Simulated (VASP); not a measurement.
Here is the system:

```
CELL_PARAMETERS angstrom
      6.21181     0.00000     0.00000
      0.00000     6.21181     0.00000
      0.00000     0.00000     6.21181
ATOMIC_POSITIONS crystal
  Hg 0.00000 0.00000 0.00000
  Se 0.25175 0.25175 0.25175
  Se 0.74825 0.74825 0.25175
  Se 0.74825 0.25175 0.74825
  Se 0.25175 0.74825 0.74825
  Cd 0.50000 0.50000 0.00000
  Cd 0.50000 0.00000 0.50000
  Cd 0.00000 0.50000 0.50000
```

Calculation: PBE GGA, VASP's PBE PAW potentials (set 64) (plane waves; VASP 6.6.1). Settings: 400 eV cut-off, Gaussian smearing of 0.050 eV, potentials Hg Se Cd.

Unless said otherwise, spin-orbit coupling is left out, though it shifts the bands of the heavy elements here.

Give the energies of bands 27 to 40 at the high-symmetry points, in eV from the valence-band maximum.

```csv
band,Γ,X,M,R
27,-3.85,-2.75,-3.42,-4.16
28,-1.78,-2.43,-3.42,-4.16
29,-1.78,-2.07,-1.95,-0.79
30,-1.78,-2.07,-1.95,-0.79
31,-1.72,-2.04,-1.95,-0.79
32,-1.72,-2.02,-1.85,-0.77
33,-1.72,-1.04,-0.85,-0.77
34,0.00,-1.04,-0.73,-0.60
35,0.00,-0.89,-0.67,-0.60
36,0.00,-0.89,-0.67,-0.60
37,0.09,2.63,2.65,1.33
38,2.92,3.01,3.47,2.23
39,3.23,3.93,3.47,2.23
40,3.23,4.19,3.53,2.23
```

The gap is direct, 0.09 eV, from the valence maximum at Γ to the conduction minimum at Γ.

The structure was generated: Cd3HgSe4 was put into an ordered model structure (P-43m), which need not be its known phase. It was relaxed first, which changed the volume by +8 %.
